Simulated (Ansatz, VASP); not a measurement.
# Si2Mo in two plane-wave programs

Wanted: the spread between two codes on one cell, functional and k mesh. The structure shown is the start of the Ansatz relaxation below; VASP solves that cell, so the two are compared at the walk's first step.

Calculated with Ansatz 0.2.0; plane waves, with VASP 6.6.1 beside it; single point at LDA.

### Step 1. The structure

Symmetry: I4/mmm, No. 139, tetragonal system. The conventional cell has a = 3.218 Å, b = 3.218 Å, c = 7.873 Å, α = 90.00°, β = 90.00°, γ = 90.00°. Nearest to Si lie 5 Si at 2.59 to 2.64 Å and 5 Mo at 2.62 to 2.64 Å. Nearest to Mo lie 10 Si at 2.62 to 2.64 Å. Farther neighbours are not listed.

### Step 2. Ansatz: relaxation, LDA

Ansatz runs on its PAW soft_1 files.

The two programs are compared at the cell with which this relaxation starts, whose forces are those of its first step.

Contents of input.yaml:

```yaml
crystal:
  lattice:
    - [-1.6088010527, 1.6088010527, 3.9365042011]
    - [1.6088010527, -1.6088010527, 3.9365042011]
    - [1.6088010527, 1.6088010527, -3.9365042011]
  atoms:
    - { symbol: Si, position: [0.3355721069, 0.3355721069, 0.0] }
    - { symbol: Si, position: [0.6644278931, 0.6644278931, 0.0] }
    - { symbol: Mo, position: [0.0, 0.0, 0.0] }
kpoints:
  mp_grid: { grid: [20, 20, 20] }
hamiltonian:
  xc: lda
  pseudopotentials: { kind: paw, azcp: { folder: soft_1 }, xc_functional: pbe }
scf:
  occupations: { method: methfessel_paxton, width: 0.2 }
output:
  forces: true
  stress: true
  eigenvalues: true
relax:
  adjacent_minimum: "off"
  f_tol: 0.001
  max_steps: 60
  cell: { stress_tol: 0.01, fix: [volume] }
```

Run with:

```bash
$ ansatz run input.yaml --threads 4 --pin off --max-ram 10240MiB --backend cpu --events-out ev --progress --plain --runs-dir out
```

Numbers of over 12 decimals in the logs are rounded to 6 here.

The log of the run:

```text
Engine: ansatz 0.2.0, x86_64-unknown-linux-gnu
Pseudopotentials: kind: paw
Pseudopotential: Si, paw, valence charge 4, recommended cutoff 420 eV (normal), soft_1/Si.paw.azcp
Pseudopotential: Mo, paw, valence charge 14, recommended cutoff 420 eV (normal), soft_1/Mo.paw.azcp
Functional definition: SPW92
  exchange = slater_x
  correlation = pw_c
Crystal: 3 atoms, lattice volume = 40.754 Å³
Basis set: ecut = 420 eV, 793 PW (Γ)
Bands: 15, of which v1, the nominal top of the filled ones, is band 11 counted from 1 (10 counted from 0)
Symmetry: 16 space group operations
Space group: I4/mmm (ITA 139), of the structure as read, at distance tolerance 3.4e-5 Å
k-points: 641 of 8000
Non-local potential: Si, projectors of the file, l = 0: 2, l = 1: 2, l = 2: 1
Non-local potential: Mo, projectors of the file, l = 0: 3, l = 1: 2, l = 2: 2, l = 3: 1
PAW form: soft (Blöchl's): semilocal exchange-correlation on the pseudo side does not see the compensation charge
PAW frozen core: Si, regenerated for the run's functional, and the local potential with it (the file was generated under x = pbe(κ = 0.804, μ = 0.219515), c = pbe(β = 0.066725))
PAW frozen core: Mo, regenerated for the run's functional, and the local potential with it (the file was generated under x = pbe(κ = 0.804, μ = 0.219515), c = pbe(β = 0.066725))
PAW one-centre angular grid: Si, 110 points (default); XC on 64 Gauss nodes
PAW one-centre angular grid: Mo, 590 points (default); XC on 64 Gauss nodes
Initial density: superposition of atomic densities (chi_scale 0.1, normalization cell, long waves kept (reshape's long-wave potential 0.00 eV rms))
Initial wavefunctions: pseudopotential atomic-orbital guess
Functional: x = slater, c = lda
SCF iter   1: F=—  HF=-6063.190456 eV  |F-HF|=—  |Δ(HF+E_count)|=         —  Δρ=9.26e-2  dr2=5.38e0  ethr=3.10e-3  ⟨swp⟩=5.2  Hψ=54323  notcnv=0
preconditioner: auto → Kerker (q_TF=auto, 2.462 Å⁻¹)  [metal: Δε(μ)=0.008 eV  Ē_g=8.011 eV  σ=0.200 eV  W_gap=0.03  n_scr=10 (ndim 8)  ℏωp=21.8 eV  f_vac=0.000  D(μ)=0.63/eV (n_scr^D=2)]
SCF iter   2: F=—  HF=-6061.979032 eV  |F-HF|=—  |Δ(HF+E_count)|=    1.21e0  S|Δr|=    0.00e0  Δρ=2.98e-2  dr2=2.53e-1  ethr=3.10e-3  ⟨swp⟩=2.3  Hψ=23970  notcnv=0
SCF iter   3: F=—  HF=-6061.928379 eV  |F-HF|=—  |Δ(HF+E_count)|=   5.07e-2  S|Δr|=    0.00e0  Δρ=1.44e-2  dr2=6.14e-2  ethr=1.15e-3  ⟨swp⟩=2.2  Hψ=12641  notcnv=0
SCF iter   4: F=—  HF=-6061.914067 eV  |F-HF|=—  |Δ(HF+E_count)|=   1.43e-2  S|Δr|=    0.00e0  Δρ=2.47e-3  dr2=2.50e-3  ethr=2.79e-4  ⟨swp⟩=2.2  Hψ=14034  notcnv=0
SCF iter   5: F=—  HF=-6061.913345 eV  |F-HF|=—  |Δ(HF+E_count)|=   7.22e-4  S|Δr|=    0.00e0  Δρ=3.36e-4  dr2=8.66e-5  ethr=1.13e-5  ⟨swp⟩=2.8  Hψ=15661  notcnv=0
SCF iter   6: F=—  HF=-6061.913329 eV  |F-HF|=—  |Δ(HF+E_count)|=   1.61e-5  S|Δr|=    0.00e0  Δρ=3.19e-5  dr2=6.64e-7  ethr=3.94e-7  ⟨swp⟩=2.2  Hψ=12287  notcnv=0
SCF iter   7: F=-6061.913329 eV  HF=-6061.913329 eV  |F-HF|=9.89e-9  |Δ(HF+E_count)|=   1.38e-7  S|Δr|=    0.00e0  Δρ=5.98e-6  dr2=1.75e-8  ethr=4.55e-10  ⟨swp⟩=5.9  Hψ=46686  notcnv=0
SCF 1 converged in 7 iterations: F = -6061.913329 eV  dr2 = 1.75e-8
  greatest PAW one-centre occupation: 0.998 electrons in one spin orbital (limit 2), on the Mo atom at site 2 (counted from 0), in its partial waves of l = 0
relax step   1: F+E_penalty+E_count = -6061.91332888 eV  Δ(F+E_penalty+E_count) = +0.000e0 eV  max|allowed force component| = 4.915e-2 eV/Å  Δτ_max = 0.0000 Å  P = -8.167 GPa  Ω = 40.754 Å³  fix = [volume]  reactions: volume -8.167 GPa  (7 SCF iters, dr2 threshold 1.00e-7 eV, accepted)
[...]
relax step   2: F+E_penalty+E_count = -6061.91349526 eV  Δ(F+E_penalty+E_count) = -1.664e-4 eV  max|allowed force component| = 8.738e-3 eV/Å  Δτ_max = 0.0021 Å  P = -8.094 GPa  Ω = 40.754 Å³  energy of the carried Pulay correction = +1.426e-18 eV  fix = [volume]  reactions: volume -8.094 GPa  (3 SCF iters, dr2 threshold 2.97e-7 eV, accepted)
[...]
relax step   3: F+E_penalty+E_count = -6061.91351013 eV  Δ(F+E_penalty+E_count) = -1.487e-5 eV  max|allowed force component| = 2.749e-3 eV/Å  Δτ_max = 0.0004 Å  P = -8.095 GPa  Ω = 40.754 Å³  energy of the carried Pulay correction = +1.284e-16 eV  fix = [volume]  reactions: volume -8.095 GPa  (4 SCF iters, dr2 threshold 4.99e-8 eV, accepted)
[...]
relax step   4: F+E_penalty+E_count = -6061.91351094 eV  Δ(F+E_penalty+E_count) = -8.148e-7 eV  max|allowed force component| = 4.302e-5 eV/Å  Δτ_max = 0.0002 Å  P = -8.093 GPa  Ω = 40.754 Å³  energy of the carried Pulay correction = +9.056e-17 eV  fix = [volume]  reactions: volume -8.093 GPa  (4 SCF iters, dr2 threshold 1.62e-9 eV, accepted)
[...]
relax step   5: F+E_penalty+E_count = -6061.91351096 eV  Δ(F+E_penalty+E_count) = -1.702e-8 eV  max|allowed force component| = 3.893e-5 eV/Å  Δτ_max = 0.0000 Å  P = -8.093 GPa  Ω = 40.754 Å³  fix = [volume]  reactions: volume -8.093 GPa  stress off target by 1.13e-4 GPa on what of the cell is left free  SCF on the basis re-selected at this cell (its energy is not comparable with the rows above)  (5 SCF iters)
basis re-selected at this cell: Δ(F+E_penalty+E_count) = -1.702e-8 eV, ΔP = -0.000 GPa vs the last step (what re-selecting the basis moved, of the pressure what is left beyond the Pulay correction that the steps carried, after the strain that the cell walked since its last selection, with what the two solves' SCF thresholds leave and, on support functions, any second-order correction that the steps lacked; it is no m [...]
SCF converged after 5 iterations
Stability not checked: this state was not tested for a lower state beside it, because cold or Methfessel-Paxton smearing, or corrected tetrahedra, fill the levels in a way that the test cannot read (fill_not_monotonic; see scf.lower_state_search)
Free energy (F): -6061.913511 eV
Harris-Foulkes:  -6061.913511 eV  (|F-HF|=0.00e0)
Internal energy: -6061.914381 eV  (E = F + TS)
E sigma→0 (E₀):  -6061.913729 eV
Entropy (-TS):   0.000870 eV (0.290 meV/atom)
Fermi energy:    15.445388 eV
--- Per-component energies (eV) ---
  E_band       = -56.263018
  E_kinetic    = 511.600226
  E_local      = -1147.801673  (includes V_loc(G=0)·N_el)
  E_nonlocal   = 199.539499
  E_hartree    = 434.279111
  E_xc         = -291.293673
  E_vxc        = -320.869858  (∫ρ·V_xc dr)
  E_paw        = -4069.834226  (= ΣΔE_a)
  E_vpaw       = -167.289539  (= ΣTr[D̂ρ^β])
  E_aug_tail   = 0.000118  (compensation charges beyond the density's cutoff)
  E_ewald      = -1699.045242
  E_core_change = 0.641477  (= ΣΔE_core)
  E_smearing   = 0.000870  (= −TS)
  E_closure    = 0.000000  (closes the sum)
  Σ components = -6061.913511   (vs F -6061.913511, Δ=0.00e0)
--- Forces (eV/Å), atoms counted from 1 ---
  atom   1  Si    -0.00000000    -0.00000000     0.00003893
  atom   2  Si     0.00000000     0.00000000    -0.00003893
  atom   3  Mo    -0.00000000     0.00000000     0.00000000
  max |Σ_I F_I| component: 1.39e-17 eV/Å
--- Stress (GPa, compression-positive) ---
       -8.093233       0.000000       0.000000
        0.000000      -8.093233      -0.000000
        0.000000      -0.000000      -8.093402
  P = ⅓ Tr σ = -8.0933 GPa (-80.933 kbar)
--- Band table (eV; the first three rows and the last of 641) ---
  k-point 0: bands = [... 7 lower, 12.4336, 12.8985, 12.8985, 15.8007, 18.5141, 18.8207, 18.8705, 18.8705]
  k-point 1: bands = [... 7 lower, 12.4543, 12.7047, 13.2522, 15.4988, 18.2409, 18.7565, 18.9085, 18.9519]
  k-point 2: bands = [... 7 lower, 12.2164, 12.5185, 13.7937, 14.7512, 17.7934, 18.6805, 19.0034, 19.1577]
  k-point 640: bands = [... 7 lower, 13.3381, 14.8908, 14.8908, 15.0030, 15.0030, 15.9303, 20.1515, 20.2979]
--- Relaxed structure (4 steps of the walk, 4 accepted, 1 SCFs on fresh bases) ---
  F+E_penalty+E_count = -6061.91351096 eV   max|allowed force component| = 3.893e-5 eV/Å   (the final SCF, on the basis selected at the relaxed cell)
  cell:  # Å, volume = 40.7545 Å³
    - [-1.609459, 1.609459, 3.933284]
    - [1.609459, -1.609459, 3.933284]
    - [1.609459, 1.609459, -3.933284]
  atoms:
    - { symbol: Si, position: [0.335902, 0.335902, 0] }
    - { symbol: Si, position: [0.664098, 0.664098, 0] }
    - { symbol: Mo, position: [0, 0, 0] }
```

### Step 3. VASP: single point, LDA, start cell, pair 1

The same cell, functional (in two slightly different forms), mesh and smearing now go to VASP, with its own data sets.

Lines of VASP's logs that name or quote its potential files are left out, and so is its time.

Contents of INCAR:

```
SYSTEM = Si2Mo
PREC = Accurate
ENCUT = 400
EDIFF = 1E-06
NELM = 120
ISMEAR = 1
SIGMA = 0.2
LREAL = .FALSE.
ALGO = Normal
GGA = CA
NBANDS = 17
LASPH = .TRUE.
LORBIT = 11
LWAVE = .FALSE.
LCHARG = .FALSE.
ISIF = 2
GGA_COMPAT = .FALSE.
KPAR = 2
```

Contents of POSCAR:

```
Si2Mo
1.0
   -1.6088010000      1.6088010000      3.9365040000
    1.6088010000     -1.6088010000      3.9365040000
    1.6088010000      1.6088010000     -3.9365040000
Si Mo
2 1
Direct
    0.3355721219      0.3355721219      0.0000000000
    0.6644278781      0.6644278781      0.0000000000
    0.0000000000      0.0000000000      0.0000000000
```

Contents of KPOINTS:

```
Automatic mesh
0
Gamma
20 20 20
0 0 0
```

The projector-augmented-wave data sets are Si and Mo_sv (LDA family, release 64).

Run with:

```bash
$ mpirun -np 2 vasp_std
```

The log of the run:

```text
[banner, memory and clock lines left out]
running    2 mpi-ranks, on    1 nodes
 distrk:  each k-point on    1 cores,    2 groups
 distr:  one band on    1 cores,    1 groups

 POSCAR found type information on POSCAR SiMo
 POSCAR found :  2 types and       3 ions
 LDA part: xc-table for (Slater(with rela. corr.)+CA(PZ))
 , standard interpolation
 POSCAR, INCAR and KPOINTS ok, starting setup
 FFT: planning ... GRIDC
 FFT: planning ... GRID_SOFT
 FFT: planning ... GRID
 WAVECAR not read
 entering main loop
       N       E                     dE             d eps       ncg     rms          rms(c)
DAV:   1     0.994674408580E+02    0.99467E+02   -0.97269E+03 22042   0.101E+03
DAV:   2    -0.242193448862E+02   -0.12369E+03   -0.12158E+03 26155   0.281E+02
DAV:   3    -0.267110185452E+02   -0.24917E+01   -0.24681E+01 26950   0.364E+01
DAV:   4    -0.267249892851E+02   -0.13971E-01   -0.13963E-01 26830   0.302E+00
DAV:   5    -0.267250863208E+02   -0.97036E-04   -0.97028E-04 27197   0.248E-01    0.214E+01
DAV:   6    -0.259611234006E+02    0.76396E+00   -0.62608E+00 24658   0.173E+01    0.430E+00
DAV:   7    -0.258231481272E+02    0.13798E+00   -0.94849E-01 24110   0.654E+00    0.444E+00
DAV:   8    -0.257827072348E+02    0.40441E-01   -0.11270E-01 24243   0.256E+00    0.360E-01
DAV:   9    -0.257818767306E+02    0.83050E-03   -0.19297E-03 26825   0.374E-01    0.207E-01
DAV:  10    -0.257817508959E+02    0.12583E-03   -0.47448E-04 25198   0.189E-01    0.558E-02
DAV:  11    -0.257817427516E+02    0.81442E-05   -0.93487E-05 24779   0.732E-02    0.204E-02
DAV:  12    -0.257817414409E+02    0.13108E-05   -0.91631E-06 24835   0.198E-02    0.552E-03
DAV:  13    -0.257817413513E+02    0.89533E-07   -0.46120E-07 11817   0.623E-03
   1 F= -.25781741E+02 E0= -.25782042E+02  d E =0.901467E-03
```

Parts of OUTCAR (step 3):

```text
ion  position               nearest neighbor table
   1  0.336  0.336  0.000-   2 2.59   3 2.62   3 2.62   3 2.62   3 2.62   3 2.64   2 2.64   2 2.64
                             2 2.64   2 2.64
   2  0.664  0.664  0.000-   1 2.59   3 2.62   3 2.62   3 2.62   3 2.62   3 2.64   1 2.64   1 2.64
                             1 2.64   1 2.64
   3  0.000  0.000  0.000-   2 2.62   1 2.62   2 2.62   1 2.62   2 2.62   1 2.62   1 2.62   2 2.62
                             1 2.64   2 2.64

  LATTYP: Found a body centered tetragonal cell.
 ALAT       =     3.2176020000
 C/A-ratio  =     2.4468557640

 Subroutine GETGRP returns: Found 16 space group operations
 (whereof 16 operations were pure point group operations)

The static configuration has the point symmetry D_4h.

 Found    641 irreducible k-points:

   k-points           NKPTS =    641   k-points in BZ     NKDIM =    641   number of bands    NBANDS=     17

   dimension x,y,z NGX =    30 NGY =   30 NGZ =   30
   dimension x,y,z NGXF=    60 NGYF=   60 NGZF=   60

   ENCUT  =  400.0 eV  29.40 Ry    5.42 a.u.   7.41  7.41  7.41*2*pi/ulx,y,z

   NELECT =      22.0000    total number of electrons

 k-points in reciprocal lattice and weights: Automatic mesh
   0.00000000  0.00000000  0.00000000       0.000
   0.05000000  0.00000000 -0.00000000       0.001
   0.10000000  0.00000000 -0.00000000       0.001
   0.15000000  0.00000000 -0.00000000       0.001
   0.20000000  0.00000000 -0.00000000       0.001
   0.25000000  0.00000000 -0.00000000       0.001
   0.30000000  0.00000000 -0.00000000       0.001
   0.35000000  0.00000000  0.00000000       0.001
   0.40000000  0.00000000 -0.00000000       0.001
[...]
-0.45000000 -0.45000000  0.45000000       0.000
   0.50000000  0.50000000  0.50000000       0.000

 average (electrostatic) potential at core
       1 -79.2388       2 -79.2388       3 -69.4174

 E-fermi :  11.9808

 k-point     1 :       0.0000    0.0000    0.0000
  band No.  band energies     occupation
    ...
      6       5.6997      2.00000
      7       8.5824      2.00000
      8       8.9670      2.00000
      9       9.4271      2.00000
     10       9.4271      2.00000
     11      12.3469     -0.02658
     12      15.0470     -0.00000
     13      15.3283     -0.00000
     14      15.4328     -0.00000
     15      15.4328     -0.00000
    ...

 k-point     2 :       0.0500    0.0000   -0.0000
  band No.  band energies     occupation
    ...
      6       5.7019      2.00000
      7       8.4078      2.00000
      8       8.9726      2.00000
      9       9.4571      2.00000
     10       9.5318      2.00000
     11      12.1993     -0.06450
     12      14.8273     -0.00000
     13      15.1706     -0.00000
     14      15.4294     -0.00000
     15      15.5920     -0.00000
    ...

 k-point     3 :       0.1000    0.0000   -0.0000
  band No.  band energies     occupation
    ...
      7       8.0374      2.00000
      8       8.9776      2.00000
      9       9.5456      2.00000
     10       9.7110      2.00000
     11      11.8434      1.91066
     12      14.3902     -0.00000
     13      14.7084     -0.00000
     14      15.7039     -0.00000
     15      15.9319     -0.00000
     16      16.4330      0.00000
    ...

  Total       -1.9716033     -1.9716033     -2.0919743      0.0000000      0.0000000      0.0000000
  in kB      -77.5094721    -77.5094721    -82.2416054      0.0000000      0.0000000      0.0000000
  external PRESSURE =     -79.0868499 kB  Pullay stress =       0.0000000 kB

  energy-cutoff  :      400.00
  volume of cell :       40.75
      direct lattice vectors                 reciprocal lattice vectors
    -1.608801000  1.608801000  3.936504000     0.000000000  0.310790458  0.127016256
     1.608801000 -1.608801000  3.936504000     0.310790458  0.000000000  0.127016256
     1.608801000  1.608801000 -3.936504000     0.310790458  0.310790458  0.000000000

 POSITION                                       TOTAL-FORCE (eV/Angst)
 -----------------------------------------------------------------------------------
      0.00000      0.00000      2.64196        -0.000000     -0.000000      0.038919
      0.00000      0.00000      5.23105         0.000000      0.000000     -0.038919
      0.00000      0.00000      0.00000        -0.000000     -0.000000      0.000000
 -----------------------------------------------------------------------------------
    total drift:                               -0.000000     -0.000000      0.000000

  FREE ENERGIE OF THE ION-ELECTRON SYSTEM (eV)
  ---------------------------------------------------
  free  energy   TOTEN  =       -25.7817413513 eV

  energy  without entropy=      -25.7826428179  energy(sigma->0) =      -25.78204184

 total charge
# of ion       s       p       d       tot
------------------------------------------
    1        0.750   0.877   0.000   1.628
    2        0.750   0.877   0.000   1.628
    3        2.285   6.203   4.188  12.677
--------------------------------------------------
tot          3.786   7.958   4.188  15.932

[... 3 further parts left out ...]
```

The run ends at a pressure of -7.91 GPa, with forces up to 0.039 eV/Å.

### Step 4. Comparison

Known differences besides the potentials themselves: the two LDA forms differ slightly; the cutoff is 420 eV in Ansatz and 400 eV in VASP; VASP's log shows a relativistic correction to its local exchange, Ansatz's none. Total energies have different zeros and are not compared.

At this near-relaxed geometry the largest component of a force difference is 10 meV/Å.

### Step 5. What the set-up changes

Further runs change the set-up of one program: Ansatz's method, potentials or start, or VASP's data sets, cutoff or form of LDA. The table gives that difference for each run.

| run | r.m.s. force difference (meV/Å) |
| --- | --- |
| as above | 4.8 |
| VASP with a cutoff of 500 eV (perhaps on Ansatz's relaxed cell) | 4.8 |

### Step 6. Ansatz: relaxation, LDA

The two programs are compared at the cell with which this relaxation starts, whose forces are those of its first step. The cell compared in this pair holds 41.54 Å³, against 40.75 Å³ for the pair before.

The structure compared here is the start of the Ansatz relaxation; VASP solves that cell, so the two are compared at the walk's first step.

input.yaml, the sections that differ from step 2:

```yaml
crystal:
  lattice:
    - [-1.6197110153, 1.6197110153, 3.9583378327]
    - [1.6197110153, -1.6197110153, 3.9583378327]
    - [1.6197110153, 1.6197110153, -3.9583378327]
  atoms:
    - { symbol: Si, position: [0.3359024954, 0.3359024954, 0.0] }
    - { symbol: Si, position: [0.6640975046, 0.6640975046, 0.0] }
    - { symbol: Mo, position: [0.0, 0.0, 0.0] }
# kpoints, hamiltonian, scf, output, relax: as in step 2
```

Run with:

```bash
$ ansatz run input.yaml --threads 4 --pin off --max-ram 10240MiB --backend cpu --events-out ev --progress --plain --runs-dir out
```

The log of the run:

```text
[...]
Crystal: 3 atoms, lattice volume = 41.538 Å³
Basis set: ecut = 420 eV, 849 PW (Γ)
Bands: 15, of which v1, the nominal top of the filled ones, is band 11 counted from 1 (10 counted from 0)
Symmetry: 16 space group operations
[...]
k-points: 641 of 8000
[...]
--- Relaxed structure (4 steps of the walk, 4 accepted, 1 SCFs on fresh bases) ---
[...]
cell:  # Å, volume = 41.5382 Å³
    - [-1.620329, 1.620329, 3.955320]
    - [1.620329, -1.620329, 3.955320]
    - [1.620329, 1.620329, -3.955320]
  atoms:
    - { symbol: Si, position: [0.336245, 0.336245, 0] }
    - { symbol: Si, position: [0.663755, 0.663755, 0] }
    - { symbol: Mo, position: [0, 0, 0] }
[key lines of the parts left out:]
SCF converged after 4 iterations
Free energy (F): -6061.865376 eV
Fermi energy:    15.093986 eV
P = ⅓ Tr σ = -11.5237 GPa (-115.237 kbar)
```

(Part 1 of 2 ends here.)

[Lines on the potential files, build, host, timing and source positions are cut from VASP's logs without a mark.]

[Logs are printed without paths, hosts, clocks, repeated set-up lines and the standing remarks that a program may print on its own settings, such as how far it seeks lower states.]

[Hosts, paths, dates, database ids (printed as entryN), source tags and the programs' standing remarks are cut or masked in the printed files.]

[Rows of further runs with another cutoff or data set may stand on the cell that Ansatz relaxed, not on the start cell of the pair above them.]
